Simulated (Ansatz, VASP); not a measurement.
# CsNbS3 in two plane-wave programs

Aim: how closely do two programs agree when they are given the same cell, functional and k mesh? The cell is generated by rule, not measured, and may not be a known phase. The cell is taken from a series of runs on this material, whose earlier steps may have relaxed, scaled, displaced or heated it; both programs get it as it stands.

Calculated with Ansatz 0.2.0; plane waves, with VASP 6.6.1 beside it; relaxation of cell and atoms at PBEsol.

### Step 1. Set-up

The structure is cubic, space group Pm-3m (No. 221). Conventional cell: a = 4.861 Å, b = 4.861 Å, c = 4.861 Å, α = 90.00°, β = 90.00°, γ = 90.00°. Nearest to Cs lie 12 S at 3.44 Å. Nearest to Nb lie 6 S at 2.43 Å. S has 2 Nb at 2.43 Å and 4 Cs at 3.44 Å nearest. Farther neighbours and most contacts between anions are not listed.

Coordinates:

```cif
data_structure
_symmetry_space_group_name_H-M 'Pm-3m'
_symmetry_Int_Tables_number 221
_cell_length_a 4.8608
_cell_length_b 4.8608
_cell_length_c 4.8608
_cell_angle_alpha 90.000
_cell_angle_beta 90.000
_cell_angle_gamma 90.000
_cell_volume 114.85
loop_
_atom_site_label
_atom_site_type_symbol
_atom_site_symmetry_multiplicity
_atom_site_Wyckoff_symbol
_atom_site_fract_x
_atom_site_fract_y
_atom_site_fract_z
_atom_site_occupancy
Cs1 Cs 1 a 0.00000 0.00000 0.00000 1
Nb1 Nb 1 b 0.50000 0.50000 0.50000 1
S1 S 3 c 0.50000 0.50000 0.00000 1
```

### Step 2. Ansatz: relaxation of cell and atoms, PBEsol, pair 1

Ansatz runs on its PAW soft_1 files.

The relaxed volume is the usual yardstick between codes: in a stiff, nearly cubic crystal its relative difference is about their pressure difference at one cell divided by the bulk modulus.

input.yaml reads:

```yaml
crystal:
  lattice:
    - [4.8608, 0.0, 0.0]
    - [0.0, 4.8608, 0.0]
    - [0.0, 0.0, 4.8608]
  atoms:
    - { symbol: Cs, position: [0.0, 0.0, 0.0] }
    - { symbol: Nb, position: [0.5, 0.5, 0.5] }
    - { symbol: S, position: [0.5, 0.5, 0.0] }
    - { symbol: S, position: [0.5, 0.0, 0.5] }
    - { symbol: S, position: [0.0, 0.5, 0.5] }
kpoints:
  mp_grid: { grid: [8, 8, 8] }
hamiltonian:
  xc: pbesol
  pseudopotentials: { kind: paw, azcp: { folder: soft_1 }, xc_functional: pbe }
scf:
  occupations: { method: gaussian, width: 0.1 }
output:
  forces: true
  stress: true
  eigenvalues: true
relax:
  adjacent_minimum: "off"
  f_tol: 0.005
  max_steps: 80
  cell: { stress_tol: 0.05 }
```

The run is started by

```bash
> ansatz run input.yaml --threads 4 --pin off --max-ram 16384MiB --backend cpu --events-out ev --progress --plain --runs-dir out
```

Numbers of over 12 decimals in the logs are rounded to 6 here.

Log:

```text
Engine: ansatz 0.2.0, x86_64-unknown-linux-gnu
Pseudopotentials: kind: paw
Pseudopotential: Cs, paw, valence charge 9, recommended cutoff 420 eV (normal), soft_1/Cs.paw.azcp
Pseudopotential: Nb, paw, valence charge 13, recommended cutoff 420 eV (normal), soft_1/Nb.paw.azcp
Pseudopotential: S, paw, valence charge 6, recommended cutoff 420 eV (normal), soft_1/S.paw.azcp
Functional definition: PBEsol
  exchange = pbesol_x
  correlation = pbesol_c
Crystal: 5 atoms, lattice volume = 114.848 Å³
Basis set: ecut = 420 eV, 2205 PW (Γ), exchange–correlation on 72×72×72 points (8 copies of the dense FFT grid, shifted against one another)
Bands: 25, of which v1, the nominal top of the filled ones, is band 20 counted from 1 (19 counted from 0)
Symmetry: 48 space group operations
Space group: Pm-3m (ITA 221), of the structure as read, at distance tolerance 4.9e-5 Å
k-points: 35 of 512
Non-local potential: Cs, projectors of the file, l = 0: 3, l = 1: 2, l = 2: 2, l = 3: 2
Non-local potential: Nb, projectors of the file, l = 0: 3, l = 1: 2, l = 2: 2, l = 3: 1
Non-local potential: S, projectors of the file, l = 0: 2, l = 1: 2, l = 2: 1
PAW form: soft (Blöchl's): semilocal exchange-correlation on the pseudo side does not see the compensation charge
PAW frozen core: Cs, regenerated for the run's functional, and the local potential with it (the file was generated under x = pbe(κ = 0.804, μ = 0.219515), c = pbe(β = 0.066725))
PAW frozen core: Nb, regenerated for the run's functional, and the local potential with it (the file was generated under x = pbe(κ = 0.804, μ = 0.219515), c = pbe(β = 0.066725))
PAW frozen core: S, regenerated for the run's functional, and the local potential with it (the file was generated under x = pbe(κ = 0.804, μ = 0.219515), c = pbe(β = 0.066725))
PAW one-centre angular grid: Cs, 194 points (default); XC on 64 Gauss nodes
PAW one-centre angular grid: Nb, 590 points (default); XC on 64 Gauss nodes
PAW one-centre angular grid: S, 110 points (default); XC on 64 Gauss nodes
Initial density: superposition of atomic densities (chi_scale 0.1, normalization cell, long waves kept (reshape's long-wave potential 0.00 eV rms))
Initial wavefunctions: pseudopotential atomic-orbital guess
Functional: x = pbesol(κ = 0.804, μ = 0.123457), c = pbesol(β = 0.046)
SCF iter   1: F=—  HF=-12743.029042 eV  |F-HF|=—  |Δ(HF+E_count)|=         —  Δρ=5.64e-2  dr2=8.17e0  ethr=3.10e-3  ⟨swp⟩=6.9  Hψ=4710  notcnv=0
preconditioner: auto → Resta (q_TF=auto, 2.288 Å⁻¹)  ε∞=5.5  [insulator: Δε(μ)=0.443 eV  Ē_g=8.989 eV  σ=0.100 eV  W_gap=1.00  n_scr=26 (ndim 8)  ℏωp=19.0 eV  f_vac=0.001  D(μ)=0.00/eV (n_scr^D=0)  ε∞_Penn≈5.5]
SCF iter   2: F=—  HF=-12741.402153 eV  |F-HF|=—  |Δ(HF+E_count)|=    1.63e0  Δρ=2.43e-2  dr2=9.21e-1  ethr=3.10e-3  ⟨swp⟩=3.1  Hψ=2153  notcnv=0  defer=31
preconditioner: auto → Kerker (q_TF=auto, 2.288 Å⁻¹)  [metal: Δε(μ)=0.008 eV  Ē_g=7.856 eV  σ=0.100 eV  W_gap=0.05  n_scr=26 (ndim 8)  ℏωp=19.0 eV  f_vac=0.001  D(μ)=4.02/eV (n_scr^D=26)]
SCF iter   3: F=—  HF=-12741.254045 eV  |F-HF|=—  |Δ(HF+E_count)|=   1.48e-1  Δρ=1.25e-2  dr2=2.59e-1  ethr=2.30e-3  ⟨swp⟩=2.2  Hψ=1246  notcnv=0  defer=24
SCF iter   4: F=—  HF=-12741.172257 eV  |F-HF|=—  |Δ(HF+E_count)|=   8.18e-2  Δρ=6.20e-3  dr2=9.68e-2  ethr=6.48e-4  ⟨swp⟩=2.3  Hψ=1481  notcnv=0  defer=23
SCF iter   5: F=—  HF=-12741.164000 eV  |F-HF|=—  |Δ(HF+E_count)|=   8.26e-3  Δρ=4.70e-3  dr2=6.53e-2  ethr=2.42e-4  ⟨swp⟩=2.2  Hψ=1578  notcnv=0  defer=22
SCF iter   6: F=—  HF=-12741.156949 eV  |F-HF|=—  |Δ(HF+E_count)|=   7.05e-3  Δρ=2.68e-3  dr2=2.08e-2  ethr=1.63e-4  ⟨swp⟩=1.0  Hψ=887  notcnv=0  defer=22
SCF iter   7: F=—  HF=-12741.154079 eV  |F-HF|=—  |Δ(HF+E_count)|=   2.87e-3  Δρ=9.19e-4  dr2=2.41e-3  ethr=5.19e-5  ⟨swp⟩=1.1  Hψ=860  notcnv=0  defer=22
SCF iter   8: F=—  HF=-12741.153759 eV  |F-HF|=—  |Δ(HF+E_count)|=   3.19e-4  Δρ=1.03e-4  dr2=2.68e-5  ethr=6.03e-6  ⟨swp⟩=1.7  Hψ=962  notcnv=0  defer=22
SCF iter   9: F=—  HF=-12741.153743 eV  |F-HF|=—  |Δ(HF+E_count)|=   1.67e-5  Δρ=2.22e-5  dr2=9.86e-7  ethr=6.69e-8  ⟨swp⟩=2.7  Hψ=1510  notcnv=0  defer=22
SCF iter  10: F=—  HF=-12741.153743 eV  |F-HF|=—  |Δ(HF+E_count)|=   2.75e-8  Δρ=6.20e-6  dr2=1.22e-7  ethr=2.46e-9  ⟨swp⟩=2.5  Hψ=1436  notcnv=0  defer=22
SCF iter  11: F=-12741.153743 eV  HF=-12741.153743 eV  |F-HF|=9.42e-9  |Δ(HF+E_count)|=   8.00e-9  Δρ=2.22e-6  dr2=1.75e-8  ethr=2.50e-10  ⟨swp⟩=10.2  Hψ=4189  notcnv=0
SCF 1 converged in 11 iterations: F = -12741.153743 eV  dr2 = 1.75e-8
  greatest PAW one-centre occupation: 0.998 electrons in one spin orbital (limit 2), on the Nb atom at site 1 (counted from 0), in its partial waves of l = 0
[...]
iter 5 did not close the SCF: its close was put off for the readings that it lacked (scf_convergence_deferred on its scf_iter line)
SCF iter   5: F=-12741.155036 eV  HF=-12741.155036 eV  |F-HF|=1.24e-9  |Δ(HF+E_count)|=   5.54e-8  Δρ=3.34e-6  dr2=2.94e-8  ethr=4.97e-10  ⟨swp⟩=2.6  Hψ=1418  notcnv=0
SCF iter   6: F=-12741.155036 eV  HF=-12741.155036 eV  |F-HF|=7.06e-10  |Δ(HF+E_count)|=   9.42e-9  Δρ=6.60e-7  dr2=1.20e-9  ethr=7.35e-11  ⟨swp⟩=2.4  Hψ=2789  notcnv=0
SCF 2 converged in 6 iterations: F = -12741.155036 eV  dr2 = 1.20e-9
relax step   2: F+E_penalty+E_count = -12741.15503631 eV  Δ(F+E_penalty+E_count) = -1.294e-3 eV  max|allowed force component| = 9.940e-30 eV/Å  Δτ_max = 0.0000 Å  P = -0.119 GPa  Ω = 115.811 Å³  energy of the carried Pulay correction = -8.274e-5 eV  (6 SCF iters, dr2 threshold 5.00e-7 eV, accepted)
[...]
relax step   3: F+E_penalty+E_count = -12741.15511248 eV  Δ(F+E_penalty+E_count) = -7.617e-5 eV  max|allowed force component| = 4.339e-30 eV/Å  Δτ_max = 0.0000 Å  P = -0.002 GPa  Ω = 115.646 Å³  energy of the carried Pulay correction = -6.865e-5 eV  (6 SCF iters, dr2 threshold 3.55e-8 eV, accepted)
[...]
relax step   4: F+E_penalty+E_count = -12741.15518216 eV  Δ(F+E_penalty+E_count) = -6.968e-5 eV  max|allowed force component| = 6.015e-30 eV/Å  Δτ_max = 0.0000 Å  P = -0.001 GPa  Ω = 115.646 Å³  stress off target by 1.49e-3 GPa  SCF on the basis re-selected at this cell (its energy is not comparable with the rows above)  (8 SCF iters)
basis re-selected at this cell: Δ(F+E_penalty+E_count) = -6.968e-5 eV, ΔP = +0.000 GPa vs the last step (what re-selecting the basis moved, of the pressure what is left beyond the Pulay correction that the steps carried, after the strain that the cell walked since its last selection, with what the two solves' SCF thresholds leave and, on support functions, any second-order correction that the steps lacked; it is no m [...]
SCF converged after 8 iterations
Free energy (F): -12741.155182 eV
Harris-Foulkes:  -12741.155182 eV  (|F-HF|=3.64e-12)
Internal energy: -12741.146215 eV  (E = F + TS)
E sigma→0 (E₀):  -12741.150698 eV
Entropy (-TS):   -0.008968 eV (-1.794 meV/atom)
Fermi energy:    7.902126 eV
--- Per-component energies (eV) ---
  E_band       = -187.661132
  E_kinetic    = 834.137444
  E_local      = -1699.128380  (includes V_loc(G=0)·N_el)
  E_nonlocal   = 221.420698
  E_hartree    = 598.590963
  E_xc         = -607.853965
  E_vxc        = -586.805534  (∫ρ·V_xc dr)
  E_paw        = -9779.256421  (= ΣΔE_a)
  E_vpaw       = -154.467320  (= ΣTr[D̂ρ^β])
  E_aug_tail   = 0.000035  (compensation charges beyond the density's cutoff)
  E_ewald      = -2309.575310
  E_core_change = 0.518722  (= ΣΔE_core)
  E_smearing   = -0.008968  (= −TS)
  E_closure    = -0.000000  (closes the sum)
  Σ components = -12741.155182   (vs F -12741.155182, Δ=0.00e0)
--- Forces (eV/Å), atoms counted from 1 ---
  atom   1  Cs    -0.00000000     0.00000000     0.00000000
  atom   2  Nb    -0.00000000     0.00000000     0.00000000
  atom   3  S     -0.00000000     0.00000000    -0.00000000
  atom   4  S     -0.00000000     0.00000000     0.00000000
  atom   5  S      0.00000000     0.00000000    -0.00000000
  max |Σ_I F_I| component: 1.20e-29 eV/Å
--- Stress (GPa, compression-positive) ---
       -0.001489       0.000000       0.000000
        0.000000      -0.001489       0.000000
        0.000000       0.000000      -0.001489
  P = ⅓ Tr σ = -0.0015 GPa (-0.015 kbar)
--- Band table (eV; the first three rows and the last of 35) ---
  k-point 0: bands = [... 16 lower, 6.6768, 7.2157, 7.2157, 7.2157, 7.6543, 7.6543, 7.6543, 9.3107, ... 1 higher]
  k-point 1: bands = [... 16 lower, 6.5711, 7.1198, 7.2264, 7.2995, 7.2995, 8.0759, 8.0759, 9.3255, ... 1 higher]
  k-point 2: bands = [... 16 lower, 6.3415, 6.4022, 7.2187, 7.2187, 7.2524, 8.8809, 8.8809, 9.3524, ... 1 higher]
  k-point 34: bands = [... 16 lower, 4.6877, 8.0176, 8.0176, 8.0176, 10.4741, 10.4741, 10.4741, 13.2119, ... 1 higher]
--- Relaxed structure (3 steps of the walk, 3 accepted, 1 SCFs on fresh bases) ---
  F+E_penalty+E_count = -12741.15518216 eV   max|allowed force component| = 6.015e-30 eV/Å   (the final SCF, on the basis selected at the relaxed cell)
  cell:  # Å, volume = 115.6464 Å³
    - [4.872039, 0, 0]
    - [0, 4.872039, 0.0]
    - [0, 0.0, 4.872039]
  atoms:
    - { symbol: Cs, position: [0, 0, 0] }
    - { symbol: Nb, position: [0.5, 0.5, 0.5] }
    - { symbol: S, position: [0.5, 0.5, 0] }
    - { symbol: S, position: [0.5, 0, 0.5] }
    - { symbol: S, position: [0, 0.5, 0.5] }
```

[end of part 1 of 3]

[Lines on the potential files, build, host, timing and source positions are cut from VASP's logs without a mark.]

[Logs are printed without paths, hosts, clocks, repeated set-up lines and the standing remarks that a program may print on its own settings, such as how far it seeks lower states.]

[Hosts, paths, dates, database ids (printed as entryN), source tags and the programs' standing remarks are cut or masked in the printed files.]
